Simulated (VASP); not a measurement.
These are PBEsol GGA, VASP's PBE PAW potentials (set 64) (plane waves; VASP) values and carry that method's errors.

VASP ran on this input.

### KPOINTS
```
Automatic mesh
0
Gamma
11 11 6
0 0 0
```

**INCAR**
```
# general
SYSTEM  = Sc
PREC    = Accurate
ENCUT   = 400
LREAL   = .False.
LASPH   = .True.

# electronic loop
EDIFF   = 1E-6
NELM    = 100
ALGO    = Normal
LMAXMIX = 4

# smearing
ISMEAR  = 1
SIGMA   = 0.1

# functional
GGA     = PS

# ions
IBRION  = 2
NSW     = 60
ISIF    = 3
EDIFFG  = -0.01

# output
LWAVE   = .False.
LCHARG  = .False.
```

File POSCAR:
```
Sc
1
    1.6550000000    -2.8665440000     0.0000000000
    1.6550000000     2.8665440000     0.0000000000
    0.0000000000     0.0000000000     5.2700000000
Sc
2
Direct
  0.3333330000   0.6666670000   0.2500000000
  0.6666670000   0.3333330000   0.7500000000
```

POTCAR, in this order: Sc_sv (PBE.64 set). Program: vasp_std.

Energy and stress use the plane-wave basis of the starting cell.

### Question
Predict the energy per atom (σ→0), volume per atom, band gap (on the k-mesh).

### Answer

The energy per atom (σ→0) is -6.607 eV/atom and the band gap (on the k-mesh) is none (metal, semimetal or under 0.01 eV). The volume per atom comes out as 23.61 Å^3/atom.

### OSZICAR
```
...
   6 F= -.13213218E+02 E0= -.13213855E+02  d E =-.160356E-02
       N       E                     dE             d eps       ncg     rms          rms(c)
DAV:   1    -0.132135921172E+02   -0.37359E-03   -0.10859E-02  2439   0.165E+00    0.131E-01
DAV:   2    -0.132132609426E+02    0.33117E-03   -0.94240E-04  2472   0.432E-01    0.394E-02
DAV:   3    -0.132132304561E+02    0.30486E-04   -0.15490E-04  2621   0.165E-01    0.166E-02
DAV:   4    -0.132132289222E+02    0.15340E-05   -0.83839E-06  2437   0.399E-02    0.358E-03
DAV:   5    -0.132132286889E+02    0.23328E-06   -0.13210E-06  1009   0.201E-02
   7 F= -.13213229E+02 E0= -.13213870E+02  d E =-.104171E-04
```

The compound is Sc in the hcp structure. This run relaxes it. Symmetry was kept, so distortions that lower it aren't found.
